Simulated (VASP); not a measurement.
# Zn15CuO16 (a cell with a defect) in VASP: single point with PBEsol+U

Aim: the single point of Zn15CuO16 (a cell with a defect) with PBEsol+U.

Program: VASP 6.6.1. These are calculated values, not measurements. Logs are shortened: lines on timing, memory, paths and dates and some standing lists are left out, and cuts for length are marked.

## (1) The structure

The cell holds a defect, 32 atoms: a = 6.499 Å, b = 6.499 Å, c = 10.408 Å, α = 90.00°, β = 90.00°, γ = 120.00°.

## (2) Single point, PBEsol+U

The input, INCAR:

```
SYSTEM = Zn15CuO16
PREC     = Accurate       ! precision mode
ENCUT    = 450            ! plane-wave cutoff, eV
EDIFF    = 1E-5           ! SCF threshold, eV
ISMEAR   = 0              ! smearing method
SIGMA    = 0.03           ! smearing width, eV
LREAL    = Auto         
LASPH    = .True.         ! aspherical terms in the spheres
NELM     = 120            ! most SCF steps
ALGO     = Normal         ! electronic algorithm
ISIF     = 2              ! what is computed and relaxed
LWAVE    = .False.        ! write WAVECAR
LCHARG   = .False.        ! write CHGCAR
LMAXMIX  = 4              ! l up to which the mixer works
LDAU     = .True.         ! DFT+U
LDAUTYPE = 2            
LDAUL    = 2 -1 -1        ! shell
LDAUU    = 5 0 0          ! U, eV
LDAUJ    = 0 0 0        
LDAUPRINT= 1            
GGA      = PS             ! functional
NBANDS   = 166            ! bands
LORBIT   = 11             ! projections on sites
KPAR     = 4
```

The input, KPOINTS:

```
regular mesh
0
Gamma
  3 3 2
  0 0 0
```

The input, POSCAR:

```
Zn15CuO16
1.0
    6.4988000000      0.0000000000      0.0000000000
   -3.2494000000      5.6281258941      0.0000000000
    0.0000000000      0.0000000000     10.4076000000
Cu Zn O
1 15 16
Direct
    0.1666666667      0.3333333333      0.0000000000
    0.1666666667      0.3333333333      0.5000000000
    0.1666666667      0.8333333333      0.0000000000
    0.1666666667      0.8333333333      0.5000000000
    0.6666666667      0.3333333333      0.0000000000
    0.6666666667      0.3333333333      0.5000000000
    0.6666666667      0.8333333333      0.0000000000
    0.6666666667      0.8333333333      0.5000000000
    0.3333333333      0.1666666667      0.2500000000
    0.3333333333      0.1666666667      0.7500000000
    0.3333333333      0.6666666667      0.2500000000
    0.3333333333      0.6666666667      0.7500000000
    0.8333333333      0.1666666667      0.2500000000
    0.8333333333      0.1666666667      0.7500000000
    0.8333333333      0.6666666667      0.2500000000
    0.8333333333      0.6666666667      0.7500000000
    0.1666666667      0.3333333333      0.1910500000
    0.1666666667      0.3333333333      0.6910500000
    0.1666666667      0.8333333333      0.1910500000
    0.1666666667      0.8333333333      0.6910500000
    0.6666666667      0.3333333333      0.1910500000
    0.6666666667      0.3333333333      0.6910500000
    0.6666666667      0.8333333333      0.1910500000
    0.6666666667      0.8333333333      0.6910500000
    0.3333333333      0.1666666667      0.4410500000
    0.3333333333      0.1666666667      0.9410500000
    0.3333333333      0.6666666667      0.4410500000
    0.3333333333      0.6666666667      0.9410500000
    0.8333333333      0.1666666667      0.4410500000
    0.8333333333      0.1666666667      0.9410500000
    0.8333333333      0.6666666667      0.4410500000
    0.8333333333      0.6666666667      0.9410500000
```

Potentials or basis: VASP PAW PBE potentials, release 64 (Cu, Zn, O).

Launch:

```sh
cat potpaw_PBE.64/Cu/POTCAR potpaw_PBE.64/Zn/POTCAR potpaw_PBE.64/O/POTCAR > POTCAR
mpirun -np 4 vasp_std > vasp.out
```

OUTCAR:

```text
SYSTEM = Zn15CuO16
   PREC = Accurate
   ENCUT = 450
   EDIFF = 1E-5
   ISMEAR = 0
   LREAL = Auto
   LASPH = .True.
   NELM = 120
   ISIF = 2
   GGA = PS
   LORBIT = 11

 ion  position               nearest neighbor table
   1  0.167  0.333  0.000-  26 1.97  28 1.97  30 1.97  17 1.99
   2  0.167  0.333  0.500-  25 1.97  27 1.97  29 1.97  18 1.99
   3  0.167  0.833  0.000-  28 1.97  26 1.97  32 1.97  19 1.99
   4  0.167  0.833  0.500-  27 1.97  25 1.97  31 1.97  20 1.99
   5  0.667  0.333  0.000-  30 1.97  32 1.97  26 1.97  21 1.99
   6  0.667  0.333  0.500-  29 1.97  31 1.97  25 1.97  22 1.99
[... 24 lines left out ...]
  31  0.833  0.667  0.441-   8 1.97   6 1.97   4 1.97  15 1.99
  32  0.833  0.667  0.941-   7 1.97   5 1.97   3 1.97  16 1.99

  LATTYP: Found a hexagonal cell.
 ALAT       =     6.4988000000
 C/A-ratio  =     1.6014648858

  Lattice vectors:

 A1 = (   6.4988000000,   0.0000000000,   0.0000000000)
 A2 = (  -3.2494000000,   5.6281258941,   0.0000000000)
 A3 = (   0.0000000000,   0.0000000000,  10.4076000000)

Analysis of symmetry for initial positions (statically):
=====================================================================
 Subroutine PRICEL returns:
 Original cell was already a primitive cell.

 Routine SETGRP: Setting up the symmetry group for a
 hexagonal supercell.

 Subroutine GETGRP returns: Found  6 space group operations
 (whereof  2 operations were pure point group operations)
 out of a pool of 24 trial point group operations.

The static configuration has the point symmetry C_1h.
 The point group associated with its full space group is C_3v.

Analysis of symmetry for dynamics (positions and initial velocities):
=====================================================================
 Subroutine PRICEL returns:
 Original cell was already a primitive cell.

 Routine SETGRP: Setting up the symmetry group for a
 hexagonal supercell.

 Subroutine GETGRP returns: Found  6 space group operations
 (whereof  2 operations were pure point group operations)
 out of a pool of 24 trial point group operations.

The dynamic configuration has the point symmetry C_1h.
 The point group associated with its full space group is C_3v.

 Subroutine INISYM returns: Found  6 space group operations
 (whereof  2 operations are pure point group operations),
 and found     1 'primitive' translations

----------------------------------------------------------------------------------------

                                     Primitive cell

  volume of cell :     380.6690

  direct lattice vectors                    reciprocal lattice vectors
     6.498800000  0.000000000  0.000000000     0.153874561  0.088839519  0.000000000
    -3.249400000  5.628125894  0.000000000     0.000000000  0.177679039  0.000000000
     0.000000000  0.000000000 10.407600000     0.000000000  0.000000000  0.096083631

  length of vectors
     6.498800000  6.498800000 10.407600000     0.177679039  0.177679039  0.096083631

  position of ions in fractional coordinates (direct lattice)
     0.166666667  0.333333333  0.000000000
     0.166666667  0.333333333  0.500000000
     0.166666667  0.833333333  0.000000000
     0.166666667  0.833333333  0.500000000
     0.666666667  0.333333333  0.000000000
     0.666666667  0.333333333  0.500000000
[... 24 lines left out ...]
     0.833333333  0.666666667  0.441050000
     0.833333333  0.666666667  0.941050000

  ion indices of the primitive-cell ions
   primitive index   ion index
                 1           1
                 2           2
                 3           3
                 4           4
                 5           5
                 6           6
[... 24 lines left out ...]
                31          31
                32          32

[... 60 lines left out ...]
   POTIM  = 0.5000    time-step for ionic-motion
   TEBEG  =    0.0;   TEEND  =   0.0 temperature during run
   PSTRESS=    0.0 pullay stress
   NELECT =     287.0000    total number of electrons
   NUPDOWN=      -1.0000    fix difference up-down
   EMIN   =  10.00;   EMAX   =-10.00  energy-range for DOS
   EFERMI =   0.00;   METHOD = LEGACY
   ISMEAR =     0;   SIGMA  =   0.03  broadening in eV -4-tet -1-fermi 0-gaus
   EFERMI_NEDOS =   21; number of points for ismear=-14 and -15
   IALGO  =     38    algorithm
   IMIX   =      4    mixing-type and parameters
     AMIX     =   0.40;   BMIX     =  1.00
     AMIX_MAG =   1.60;   BMIX_MAG =  1.00
  volume/ion in A,a.u.               =      11.90        80.28
  Fermi-wavevector in a.u.,A,eV,Ry     =   1.490000  2.815692 30.206295  2.220100
  Thomas-Fermi vector in A             =   2.602837
   LORBIT       =     11    0 simple, 1 ext, 2 COOP (PROOUT), +10 PAW based schemes
 LDA+U is selected, type is set to LDAUTYPE =  2
   angular momentum for each species LDAUL =     2   -1   -1
   U (eV)           for each species LDAUU =   5.0  0.0  0.0
   J (eV)           for each species LDAUJ =   0.0  0.0  0.0
   GGA     = PS    functional components
   LHFCALC =     F    Hartree Fock is set to
   AEXX    =    0.0000 exact exchange contribution
   IVDW    =     0    specifies the selected vdW correction
   LEPSILON=     F    determine dielectric tensor
   LRPA    =     F    only Hartree local field effects (RPA)
 non-spin polarized calculation
 Gauss-broadening in eV      SIGMA  =   0.03
  energy-cutoff  :      450.00
  volume of cell :      380.67
 maximum number of plane-waves:      8305
 NGX is ok and might be reduce to    48
   NGX = 23   NGY = 23   NGZ = 37

atom =   1  type =  1  l = 2

 onsite density matrix

spin component  1

  0.9133  0.0000 -0.0000 -0.0445 -0.0000
  0.0000  0.9341  0.0000  0.0000 -0.0445
 -0.0000  0.0000  0.9770  0.0000 -0.0000
 -0.0445  0.0000  0.0000  0.9341 -0.0000
 -0.0000 -0.0445 -0.0000 -0.0000  0.9133

spin component  2

  0.9133  0.0000 -0.0000 -0.0445 -0.0000
  0.0000  0.9341  0.0000  0.0000 -0.0445
 -0.0000  0.0000  0.9770  0.0000 -0.0000
 -0.0445  0.0000  0.0000  0.9341 -0.0000
 -0.0000 -0.0445 -0.0000 -0.0000  0.9133

 occupancies and eigenvectors

  o =  0.8780  v =  0.0000 -0.6216 -0.0000  0.0000 -0.7834  0.0000  0.0000  0.0000  0.0000  0.0000      0.0000  0.0000  0.0000  0.0000  0.0000  0.0000  0.0000  0.0000  0.0000  0.0000
  o =  0.8780  v =  0.0000  0.0000  0.0000  0.0000  0.0000  0.0000 -0.6216 -0.0000  0.0000 -0.7834      0.0000  0.0000  0.0000  0.0000  0.0000  0.0000  0.0000  0.0000  0.0000  0.0000
  o =  0.8780  v =  0.7834  0.0000  0.0000  0.6216  0.0000  0.0000  0.0000  0.0000  0.0000  0.0000      0.0000  0.0000  0.0000  0.0000  0.0000  0.0000  0.0000  0.0000  0.0000  0.0000
  o =  0.8780  v =  0.0000  0.0000  0.0000  0.0000  0.0000  0.7834  0.0000  0.0000  0.6216  0.0000      0.0000  0.0000  0.0000  0.0000  0.0000  0.0000  0.0000  0.0000  0.0000  0.0000
  o =  0.9694  v = -0.0000 -0.7834  0.0000  0.0000  0.6216  0.0000  0.0000  0.0000  0.0000  0.0000      0.0000  0.0000  0.0000  0.0000  0.0000  0.0000  0.0000  0.0000  0.0000  0.0000
  o =  0.9694  v =  0.0000  0.0000  0.0000  0.0000  0.0000 -0.0000 -0.7834  0.0000  0.0000  0.6216      0.0000  0.0000  0.0000  0.0000  0.0000  0.0000  0.0000  0.0000  0.0000  0.0000
  o =  0.9694  v =  0.0000  0.0000  0.0000  0.0000  0.0000 -0.6216  0.0000 -0.0000  0.7834 -0.0000      0.0000  0.0000  0.0000  0.0000  0.0000  0.0000  0.0000  0.0000  0.0000  0.0000
  o =  0.9694  v = -0.6216  0.0000 -0.0000  0.7834 -0.0000  0.0000  0.0000  0.0000  0.0000  0.0000      0.0000  0.0000  0.0000  0.0000  0.0000  0.0000  0.0000  0.0000  0.0000  0.0000
  o =  0.9770  v =  0.0000  0.0000  0.0000  0.0000  0.0000 -0.0000  0.0000  1.0000  0.0000 -0.0000      0.0000  0.0000  0.0000  0.0000  0.0000  0.0000  0.0000  0.0000  0.0000  0.0000
  o =  0.9770  v = -0.0000  0.0000  1.0000  0.0000 -0.0000  0.0000  0.0000  0.0000  0.0000  0.0000      0.0000  0.0000  0.0000  0.0000  0.0000  0.0000  0.0000  0.0000  0.0000  0.0000

 number of electron     287.0000553 magnetization

 Free energy of the ion-electron system (eV)
  ---------------------------------------------------
  ext. energy  EPLUGINS =         0.00000000
  ---------------------------------------------------
  free energy    TOTEN  =      -153.72774078 eV

  energy without entropy =     -153.71716347  energy(sigma->0) =     -153.72245213

 E-fermi :   1.3964     XC(G=0): -11.1816

 val. band max:        1.3855520121   @ k =   0.3333   0.0000   0.5000
 cond. band min:       1.3979657616   @ k =   0.3333   0.0000   0.0000
 fundamental gap:      0.0124137495
 Fermi energy:         1.3964190710

 k-point     1 :       0.0000    0.0000    0.0000
  band No.  band energies     occupation
      1     -16.8956      2.00000
      2     -16.5391      2.00000
      3     -16.5297      2.00000
      4     -16.2095      2.00000
      5     -16.2095      2.00000
      6     -16.1967      2.00000
[... 937 lines left out ...]
    154       7.6340      0.00000
    155       7.6593      0.00000
 [bands above 155 left out]

------------------------ aborting loop because EDIFF is reached ----------------------------------------

  FORCE on cell =-STRESS in cart. coord.  units (eV):
  Direction    XX          YY          ZZ          XY          YZ          ZX
  --------------------------------------------------------------------------------------
  -------------------------------------------------------------------------------------
  Total       -6.1710328     -6.1710328     -3.2622460     -0.0000000     -0.0000000      0.0000000
  in kB      -25.9729253    -25.9729253    -13.7302905     -0.0000000     -0.0000000      0.0000000
  external PRESSURE =     -21.8920471 kB  Pullay stress =       0.0000000 kB

 VOLUME and BASIS-vectors are now :
 -----------------------------------------------------------------------------
  energy-cutoff  :      450.00
  volume of cell :      380.67
      direct lattice vectors                 reciprocal lattice vectors
     6.498800000  0.000000000  0.000000000     0.153874561  0.088839519  0.000000000
    -3.249400000  5.628125894  0.000000000     0.000000000  0.177679039  0.000000000
     0.000000000  0.000000000 10.407600000     0.000000000  0.000000000  0.096083631

 POSITION                                       TOTAL-FORCE (eV/Angst)
 -----------------------------------------------------------------------------------
      0.00000      1.87604      0.00000        -0.000000      0.000000     -0.135089
      0.00000      1.87604      5.20380        -0.000000      0.000000     -0.016518
     -1.62470      4.69010      0.00000         0.053110      0.030663      0.029903
     -1.62470      4.69010      5.20380         0.008210      0.004740      0.010244
      3.24940      1.87604      0.00000        -0.000000     -0.061327      0.029903
      3.24940      1.87604      5.20380        -0.000000     -0.009480      0.010244
[... 24 lines left out ...]
      3.24940      3.75208      4.59027        -0.000000      0.000000     -0.032154
      3.24940      3.75208      9.79407        -0.000000      0.000000      0.013792
 -----------------------------------------------------------------------------------
    total drift:                                0.000005      0.000002     -0.005521

  FREE ENERGIE OF THE ION-ELECTRON SYSTEM (eV)
  ---------------------------------------------------
  free  energy   TOTEN  =      -153.7277407837 eV

  energy  without entropy=     -153.7171634729  energy(sigma->0) =     -153.72245213

 total charge

# of ion       s       p       d       tot
------------------------------------------
    1        0.333   0.368   9.320  10.021
    2        0.462   0.495   9.903  10.859
    3        0.464   0.494   9.891  10.849
    4        0.463   0.495   9.903  10.860
    5        0.464   0.494   9.891  10.849
    6        0.463   0.495   9.903  10.860
[... 24 lines left out ...]
   31        1.554   3.441   0.000   4.995
   32        1.555   3.439   0.000   4.993
--------------------------------------------------
tot         32.163  62.707 157.803 252.674
```

Wall time 3.2 min (4 MPI ranks of Intel Xeon Platinum 8488C (Sapphire Rapids), shared host); peak memory 0.53 GiB.

Results:

| Quantity | Value |
| --- | --- |
| Free energy | -153.7277 eV |
| Largest force | 0.340 eV/Å |
| Band gap on the k mesh | none (metal or under the smearing width) |
| Valence electrons inside the program's atomic spheres | Cu 10.02; Zn 10.86, 10.85; O 4.98, 4.99, 4.97, 5.00 |

Forces in eV/Å, atoms in the order of the input:
```
Cu   0.000  0.000 -0.135
Zn   0.000  0.000 -0.017
Zn   0.053  0.031  0.030
Zn   0.008  0.005  0.010
Zn   0.000 -0.061  0.030
Zn   0.000 -0.009  0.010
Zn  -0.053  0.031  0.030
Zn  -0.008  0.005  0.010
Zn  -0.161  0.093 -0.049
Zn  -0.049  0.029  0.106
Zn   0.000 -0.185 -0.049
Zn   0.000 -0.057  0.106
Zn   0.161  0.093 -0.049
Zn   0.049  0.029  0.106
Zn   0.000  0.000  0.036
Zn   0.000  0.000 -0.006
O    0.000  0.000  0.340
O    0.000  0.000 -0.071
O    0.001  0.001 -0.067
O   -0.014 -0.008 -0.020
O    0.000 -0.001 -0.067
O    0.000  0.016 -0.020
O   -0.001  0.001 -0.067
O    0.014 -0.008 -0.020
O    0.030 -0.017  0.009
O    0.043 -0.025 -0.062
O    0.000  0.034  0.009
O    0.000  0.049 -0.062
O   -0.030 -0.017  0.009
O   -0.043 -0.025 -0.062
O    0.000  0.000 -0.032
O    0.000  0.000  0.014
```

Eigenvalues of the final occupation matrices:
| site | spin | trace | eigenvalues |
| --- | --- | --- | --- |
| site 1 d | 1 | 4.67 | 0.88 0.88 0.97 0.97 0.98 |
| site 1 d | 2 | 4.67 | 0.88 0.88 0.97 0.97 0.98 |

Caveat: the k mesh is coarse (spacing up to 0.37 Å⁻¹), so the values aren't converged; the cutoff is under 1.25 times the usual one of these potentials, so pressure, stress and relaxed cells hold a basis-set (Pulay) error; the PAW data sets were made with another functional, which shifts forces and pressure a little; an odd number of electrons without spin polarisation forces a metal; a magnetic or distorted state may lie lower; the run has no spin polarisation, though such a crystal can be magnetic; U without spin polarisation on a metal has little footing.
